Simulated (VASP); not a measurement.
SiC (zinc blende): the band gap from VASP (plane waves, PAW) at several levels of theory. Gaps are without spin-orbit coupling. Each level names its cell: its own relaxed one, PBE's, or the starting one. A gap is the smallest over the k-mesh and a band path; hybrids may have named points in place of the path, and GW has the mesh alone. mBJ is a potential without an energy functional, so only the levels count. The mesh is coarse and the basis finite, so the quasiparticle values are not converged.

| level | band gap (eV) | error against measurement (eV) |
|---|---|---|
| LDA (own cell) | 1.29 | -1.24 |
| PBE (own cell) | 1.37 | -1.16 |
| PBEsol (starting cell) | 1.24 | -1.29 |
| RPBE (own cell) | 1.39 | -1.14 |
| AM05 (own cell) | 1.23 | -1.30 |
| PBE-D3(BJ) (own cell) | 1.35 | -1.18 |
| PBE-D4 (own cell) | 1.35 | -1.18 |
| optB88-vdW (own cell) | 1.55 | -0.98 |
| rev-vdW-DF2 (own cell) | 1.41 | -1.12 |
| revTPSS (own cell) | 1.19 | -1.34 |
| SCAN (own cell) | 1.71 | -0.82 |
| r2SCAN (own cell) | 1.72 | -0.81 |
| r2SCAN+rVV10 (own cell) | 1.69 | -0.84 |
| mBJ (TB09) (PBE cell) | 2.35 | -0.17 |
| HSE06 (PBE cell) | 2.26 | -0.27 |
| HSEsol (PBE cell) | 2.19 | -0.34 |
| PBE0 (PBE cell) | 2.96 | +0.43 |
| B3LYP (PBE cell) | 3.00 | +0.47 |
| Hartree-Fock (PBE cell) | 8.69 | +6.16 |
| G0W0@PBE (starting cell) | 2.26 | -0.27 |
| evGW0@PBE (starting cell) | 2.33 | -0.20 |

Measured: 2.53 eV (as given by Wei Chen et al., Physical Review Materials (2018), doi:10.1103/physrevmaterials.2.073803; zero-point renormalisation of 0.11 eV added back (the table's ZPR column)).

The cell of the LDA (own cell) run:

```xyz
2
Lattice="0.0000 2.1658 2.1658 2.1658 0.0000 2.1658 2.1658 2.1658 0.0000" Properties=species:S:1:pos:R:3 pbc="T T T"
Si     0.0000     0.0000     0.0000
C      1.0829     1.0829     1.0829
```

Only levels that ran to the end are used. Left out are those held back, those with too coarse a band path, GW runs whose mesh misses a band edge, hybrids' fits of cells that aren't cubic and levels without matching references; a question may draw on a part of the rest.

The compound is SiC in the zinc blende structure.
